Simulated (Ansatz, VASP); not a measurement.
# Two plane-wave programs on Hg2O

```
CELL_PARAMETERS angstrom
0.00000 3.03909 3.03909
3.03909 0.00000 3.03909
3.03909 3.03909 0.00000
ATOMIC_POSITIONS crystal
Hg 0.25000 0.25000 0.25000
Hg 0.75000 0.75000 0.75000
O 0.00000 0.00000 0.00000
```

Alike in both runs: functional PBE; k mesh 14 × 14 × 14; occupations gaussian, width 0.1 eV; no spin polarisation.

Ansatz relaxed the structure, and its values are those at the end. VASP's run is a single point on that final structure, the one shown.

|  | VASP | Ansatz |
| --- | --- | --- |
| version | VASP 6.6.1 | Ansatz 0.2.0 |
| potentials or method | VASP PAW PBE potentials, release 64 (Hg, O) | scalar-relativistic, plane waves, PAW |
| plane-wave cutoff (eV) | 520 | 420 |
| valence electrons in the cell | 30 | 46 |

|  | VASP | Ansatz | Ansatz less VASP |
| --- | --- | --- | --- |
| gap on the k mesh at the Fermi level (eV) | none | none | - |
| pressure (GPa) | 0.5 | 0.0 | -0.54 |

A gap of «none» marks a metal or a gap that the smearing closes. The two sets of potentials don't hold the same shells in valence.

Spin-orbit coupling is left out, which matters for the levels of Hg.
